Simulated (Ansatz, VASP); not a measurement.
# Ni2SeS in two plane-wave programs

Wanted: the spread between two codes on one cell, functional and k mesh. The cell is invented: As first built, before any earlier steps moved the atoms (in the runner's words): it takes the MgS structure with some of its atoms replaced by other elements, volume scaled by an estimate. It may not be a known or stable phase. The cell is taken from a series of VASP runs on this material, whose earlier steps may have relaxed, scaled or displaced it; both programs get it as it stands. Other levels of theory on this material are compared in a session of their own.

Method: plane waves, with VASP 6.6.1 beside it; band structure at revPBE with D4, spin-orbit coupling, in Ansatz 0.2.0.

**1. The starting structure**

The structure is tetragonal, space group P4/mmm (No. 123). The conventional cell has a = 3.398 Å, b = 3.398 Å, c = 4.754 Å, α = 90.00°, β = 90.00°, γ = 90.00°. Nearest to Se lie 6 Ni at 2.38 to 2.40 Å. Nearest to Ni lie 2 Se at 2.38 Å and 4 S at 2.40 Å. Ni has 2 S at 2.38 Å and 4 Se at 2.40 Å nearest. Nearest to S lie 6 Ni at 2.38 to 2.40 Å. As first built, before any earlier steps moved the atoms (in the runner's words): sites of the MgS structure (space group 225) filled with other elements, volume scaled by an estimate. Farther neighbours and most contacts between anions are not listed.

**2. VASP: band structure, revPBE with D4, spin-orbit coupling**

With cell and atoms fixed, the geometry can't cause a difference; cores, projectors, grids and the points listed under the comparison can.

Lines of VASP's logs that name or quote its potential files are left out, and so is its time.

INCAR

```
SYSTEM = Ni2SeS
PREC = Accurate
ENCUT = 400
EDIFF = 1E-06
NELM = 100
ISMEAR = 0
SIGMA = 0.05
LREAL = .FALSE.
ALGO = Normal
GGA = RE
IVDW = 13
LNONCOLLINEAR = .TRUE.
MAGMOM = 0 0 0.013 0 0 0.026 0 0 0.066 0 0 0.007
NBANDS = 44
GGA_COMPAT = .FALSE.
LASPH = .TRUE.
LSORBIT = .TRUE.
LORBMOM = .TRUE.
ISYM = -1
LMAXMIX = 4
LORBIT = 11
LWAVE = .FALSE.
LCHARG = .FALSE.
KPAR = 2
```

POSCAR

```
Ni2SeS
1.0
    3.3978552123      0.0000000000      0.0000000000
    0.0000000000      3.3978552123      0.0000000000
    0.0000000000      0.0000000000      4.7540606847
Se Ni S
1 2 1
Direct
    0.5000000000      0.5000000000      0.0000000000
    0.5000000000      0.5000000000      0.5000000000
    0.0000000000      0.0000000000      0.0000000000
    0.0000000000      0.0000000000      0.5000000000
```

KPOINTS

```
Automatic mesh
0
Gamma
5 5 4
0 0 0
```

KPOINTS_OPT

```
Line mode
16
Line-mode
Reciprocal
  0.00000000   0.00000000   0.00000000 GAMMA
  0.00000000   0.50000000   0.00000000 X

  0.00000000   0.50000000   0.00000000 X
  0.50000000   0.50000000   0.00000000 M

  0.50000000   0.50000000   0.00000000 M
  0.00000000   0.00000000   0.00000000 GAMMA

  0.00000000   0.00000000   0.00000000 GAMMA
  0.00000000   0.00000000   0.50000000 Z

  0.00000000   0.00000000   0.50000000 Z
  0.00000000   0.50000000   0.50000000 R

  0.00000000   0.50000000   0.50000000 R
  0.50000000   0.50000000   0.50000000 A

  0.50000000   0.50000000   0.50000000 A
  0.00000000   0.00000000   0.50000000 Z

  0.00000000   0.50000000   0.00000000 X
  0.00000000   0.50000000   0.50000000 R

  0.50000000   0.50000000   0.00000000 M
  0.50000000   0.50000000   0.50000000 A
```

The projector-augmented-wave data sets are Se, Ni and S (PBE family, release 64).

The run is started by

```sh
$ mpirun -np 2 vasp_ncl
```

Numbers of over 12 decimals in the logs are rounded to 6 here.

Log:

```text
[banner, memory and clock lines left out]
running    2 mpi-ranks, on    1 nodes
 distrk:  each k-point on    1 cores,    2 groups
 distr:  one band on    1 cores,    1 groups

 POSCAR found type information on POSCAR SeNiS
 POSCAR found :  3 types and       4 ions
|                                                                             |
|               ----> ADVICE to this user running VASP <----                  |
|                                                                             |
|     You enforced a specific xc type in the INCAR file but a different       |
|     [... a line on the potential file left out ...]
|     I HOPE YOU KNOW WHAT YOU ARE DOING!                                     |
|                                                                             |

 LDA part: xc-table for (Slater+PW92), standard interpolation
 POSCAR, INCAR and KPOINTS ok, starting setup
 FFT: planning ... GRIDC
 FFT: planning ... GRID_SOFT
 FFT: planning ... GRID
 WAVECAR not read
 entering main loop
       N       E                     dE             d eps       ncg     rms          rms(c)
DAV:   1     0.236503485458E+03    0.23650E+03   -0.11594E+04  8800   0.139E+03
DAV:   2     0.697926398639E+01   -0.22952E+03   -0.21774E+03  8896   0.343E+02
DAV:   3    -0.180923742765E+02   -0.25072E+02   -0.23527E+02  9884   0.124E+02
DAV:   4    -0.192176727824E+02   -0.11253E+01   -0.11133E+01 10736   0.258E+01
DAV:   5    -0.192543115874E+02   -0.36639E-01   -0.36590E-01 10984   0.464E+00    0.165E+01
DAV:   6    -0.206029080344E+02   -0.13486E+01   -0.25686E+01 11160   0.911E+01    0.196E+01
DAV:   7    -0.174188142308E+02    0.31841E+01   -0.88043E+00 10096   0.703E+01    0.625E+00
DAV:   8    -0.175517925364E+02   -0.13298E+00   -0.14428E+00 10800   0.774E+00    0.218E+00
DAV:   9    -0.176259192052E+02   -0.74127E-01   -0.73124E-01 12128   0.168E+01    0.415E+00
DAV:  10    -0.175145816682E+02    0.11134E+00   -0.34787E-01 11968   0.128E+01    0.497E-01
DAV:  11    -0.175167558171E+02   -0.21741E-02   -0.23756E-02 11120   0.151E+00    0.289E-01
DAV:  12    -0.175168293400E+02   -0.73523E-04   -0.22745E-03 12320   0.589E-01    0.113E-01
DAV:  13    -0.175169446217E+02   -0.11528E-03   -0.34653E-04 12320   0.220E-01    0.730E-02
DAV:  14    -0.175169980073E+02   -0.53386E-04   -0.18057E-04 13352   0.153E-01    0.560E-02
[...]
DAV:  19    -0.175171485484E+02   -0.91075E-04   -0.14194E-03 12140   0.585E-01    0.578E-02
DAV:  20    -0.175172137217E+02   -0.65173E-04   -0.96142E-04 13588   0.447E-01    0.619E-02
DAV:  21    -0.175172538342E+02   -0.40112E-04   -0.14602E-04 12944   0.153E-01    0.480E-02
DAV:  22    -0.175172626098E+02   -0.87757E-05   -0.27945E-05 10424   0.705E-02    0.274E-02
DAV:  23    -0.175172772405E+02   -0.14631E-04   -0.33162E-05 12128   0.898E-02    0.252E-02
DAV:  24    -0.175172681226E+02    0.91179E-05   -0.23833E-05 11820   0.733E-02    0.192E-02
DAV:  25    -0.175172687619E+02   -0.63937E-06   -0.14893E-05 11148   0.659E-02    0.105E-02
DAV:  26    -0.175172693057E+02   -0.54378E-06   -0.65372E-06  9128   0.391E-02
   1 F= -.21086447E+02 E0= -.21083886E+02  d E =-.512130E-02  mag=    -0.0014     0.0015     0.2473
 Start KPOINTS_OPT (optional k-point list driver)
k-point batch [1-100\144]
       N       E                     dE             ncg
DAV:   1     0.390326552171E+05   -0.23413E+05     8808
DAV:   2     0.166219590162E+05   -0.22411E+05     8896
DAV:   3     0.142521698585E+05   -0.23698E+04     9832
DAV:   4     0.141473436990E+05   -0.10483E+03    10280
DAV:   5     0.141443877984E+05   -0.29559E+01    11020
DAV:   6     0.141442685985E+05   -0.11920E+00    10604
DAV:   7     0.141442610624E+05   -0.75361E-02    12764
DAV:   8     0.141442609786E+05   -0.83789E-04     9220
DAV:   9     0.141442609745E+05   -0.40998E-05     6664
DAV:  10     0.141442609742E+05   -0.24637E-06     5880
k-point batch [101-144\144]
       N       E                     dE             ncg
DAV:   1     0.501421844744E+05   -0.23007E+05     3872
DAV:   2     0.403865851316E+05   -0.97556E+04     3936
DAV:   3     0.393594849200E+05   -0.10271E+04     4280
DAV:   4     0.393151699271E+05   -0.44315E+02     4456
DAV:   5     0.393138532707E+05   -0.13167E+01     4940
DAV:   6     0.393138048853E+05   -0.48385E-01     4840
DAV:   7     0.393138022416E+05   -0.26437E-02     5444
DAV:   8     0.393138022021E+05   -0.39518E-04     4000
DAV:   9     0.393138022001E+05   -0.20439E-05     2784
DAV:  10     0.393138021999E+05   -0.12287E-06     2440
```

OUTCAR, selected parts (step 2):

```text
ion  position               nearest neighbor table
   1  0.500  0.500  0.000-   2 2.38   2 2.38   3 2.40   3 2.40   3 2.40   3 2.40
   2  0.500  0.500  0.500-   1 2.38   1 2.38   4 2.40   4 2.40   4 2.40   4 2.40
   3  0.000  0.000  0.000-   4 2.38   4 2.38   1 2.40   1 2.40   1 2.40   1 2.40
   4  0.000  0.000  0.500-   3 2.38   3 2.38   2 2.40   2 2.40   2 2.40   2 2.40

 Found    100 irreducible k-points:

   k-points           NKPTS =    100   k-points in BZ     NKDIM =    100   number of bands    NBANDS=     44

   dimension x,y,z NGX =    24 NGY =   24 NGZ =   32
   dimension x,y,z NGXF=    48 NGYF=   48 NGZF=   64

   ENCUT  =  400.0 eV  29.40 Ry    5.42 a.u.   5.54  5.54  7.75*2*pi/ulx,y,z

   NELECT =      32.0000    total number of electrons

 k-points in reciprocal lattice and weights: Automatic mesh
   0.00000000  0.00000000  0.00000000       0.010
   0.20000000  0.00000000  0.00000000       0.010
   0.40000000  0.00000000  0.00000000       0.010
  -0.40000000  0.00000000  0.00000000       0.010
  -0.20000000  0.00000000  0.00000000       0.010
   0.00000000  0.20000000  0.00000000       0.010
   0.20000000  0.20000000  0.00000000       0.010
   0.40000000  0.20000000  0.00000000       0.010
  -0.40000000  0.20000000  0.00000000       0.010
[...]
-0.40000000 -0.20000000 -0.25000000       0.010
  -0.20000000 -0.20000000 -0.25000000       0.010

 average (electrostatic) potential at core
       1 -50.7459       2 -82.9210       3 -83.0183       4 -83.9141

 E-fermi :   8.5240

 k-point     1 :       0.0000    0.0000    0.0000
  band No.  band energies     occupation
    ...
     32       7.7828      1.00000
     33       7.8692      1.00000
     34       7.8707      1.00000
     35       7.9211      1.00000
     36       7.9463      1.00000
     37      10.2785      0.00000
     38      10.3132      0.00000
     39      13.4948      0.00000
     40      13.5187      0.00000
     41      14.9063      0.00000
    ...

 k-point     2 :       0.2000    0.0000    0.0000
  band No.  band energies     occupation
    ...
     30       7.7278      1.00000
     31       7.7608      1.00000
     32       7.8728      1.00000
     33       7.9156      1.00000
     34       7.9212      1.00000
     35       9.1254      0.00000
     36       9.1856      0.00000
     37      11.7793      0.00000
     38      11.8156      0.00000
     39      14.9703      0.00000
    ...

 k-point     3 :       0.4000    0.0000    0.0000
  band No.  band energies     occupation
    ...
     28       7.5870      1.00000
     29       7.6251      1.00000
     30       7.6736      1.00000
     31       7.8551      1.00000
     32       7.8983      1.00000
     33       9.4941      0.00000
     34       9.6503      0.00000
     35      10.5052      0.00000
     36      10.5610      0.00000
     37      13.2530      0.00000
    ...

  DFT-D4 for vdW energy calculation

  Edisp (eV):   -3.56918

  Total       0.25336     0.25337    -0.23054    -0.00002    -0.00000     0.00000
  in kB       7.39576     7.39589    -6.72959    -0.00047    -0.00002     0.00011
  external pressure =        2.69 kB  Pullay stress =        0.00 kB

  energy-cutoff  :      400.00
  volume of cell :       54.89
      direct lattice vectors                 reciprocal lattice vectors
     3.397855212  0.000000000  0.000000000     0.294303299  0.000000000  0.000000000
     0.000000000  3.397855212  0.000000000     0.000000000  0.294303299  0.000000000
     0.000000000  0.000000000  4.754060685     0.000000000  0.000000000  0.210346495

 POSITION                                       TOTAL-FORCE (eV/Angst)
 -----------------------------------------------------------------------------------
      1.69893      1.69893      0.00000        -0.000000     -0.000001     -0.000010
      1.69893      1.69893      2.37703        -0.000001     -0.000001     -0.000003
      0.00000      0.00000      0.00000        -0.000000     -0.000001      0.000001
      0.00000      0.00000      2.37703         0.000001      0.000003      0.000012
 -----------------------------------------------------------------------------------
    total drift:                                0.000002      0.000003      0.000016

  FREE ENERGIE OF THE ION-ELECTRON SYSTEM (eV)
  ---------------------------------------------------
  free  energy   TOTEN  =       -21.0864466634 eV

  energy  without entropy=      -21.0813253639  energy(sigma->0) =      -21.08388601

 orbital moment (x)

 # of ion     p       d       tot
 ----------------------------------------
  1         0.000   0.000   0.000
  2         0.000  -0.000  -0.000
  3        -0.000  -0.000  -0.000
  4        -0.000   0.000  -0.000
 ----------------------------------------
            0.000  -0.000  -0.000

 orbital moment (y)

 # of ion     p       d       tot
 ----------------------------------------
  1        -0.000  -0.000  -0.000
  2        -0.000   0.000   0.000
  3         0.000   0.000   0.000
  4         0.000   0.000   0.000
 ----------------------------------------
            0.000   0.000   0.000

 orbital moment (z)

 # of ion     p       d       tot
 ----------------------------------------
  1        -0.000   0.000  -0.000
  2        -0.000   0.019   0.019
  3         0.000  -0.002  -0.002
  4         0.001   0.000   0.001
 ----------------------------------------
            0.000   0.017   0.017

 Spin-Orbit-Coupling matrix elements
 Ion:    1  E_soc:     -0.0356875
 Ion:    2  E_soc:     -0.0182227
 Ion:    3  E_soc:     -0.0176219
 Ion:    4  E_soc:     -0.0011611

 total charge
# of ion       s       p       d       tot
------------------------------------------
    1        1.461   2.353   0.102   3.917
    2        0.413   0.416   8.416   9.245
    3        0.429   0.436   8.446   9.311
    4        1.349   2.308   0.000   3.656
--------------------------------------------------
tot          3.653   5.512  16.964  26.129

 magnetization (x)
# of ion       s       p       d       tot
------------------------------------------
    1       -0.000   0.000   0.000   0.000
    2       -0.000  -0.000  -0.001  -0.001
    3        0.000  -0.000  -0.000  -0.000
    4       -0.000  -0.000   0.000  -0.000
--------------------------------------------------
tot         -0.000  -0.000  -0.001  -0.001

 magnetization (y)
# of ion       s       p       d       tot
------------------------------------------
    1       -0.000  -0.000  -0.000  -0.000
    2        0.000   0.000   0.001   0.001
    3       -0.000  -0.000   0.000  -0.000
    4       -0.000   0.000   0.000   0.000
--------------------------------------------------
tot         -0.000   0.000   0.001   0.001

 magnetization (z)
# of ion       s       p       d       tot
------------------------------------------
    1        0.001  -0.004  -0.001  -0.004
    2        0.002   0.008   0.158   0.169
    3       -0.000  -0.000   0.026   0.025
    4        0.006   0.031   0.000   0.037
--------------------------------------------------
tot          0.009   0.035   0.183   0.227

[... 3 further parts left out ...]
```

The run ends at a pressure of 0.27 GPa.

(Part 1 of 2 ends here.)

[Lines on the potential files, build, host, timing and source positions are cut from VASP's logs without a mark.]

[Logs are printed without paths, hosts, clocks, repeated set-up lines and the standing remarks that a program may print on its own settings, such as how far it seeks lower states.]

[Hosts, paths, dates, database ids (printed as entryN), source tags and the programs' standing remarks are cut or masked in the printed files.]
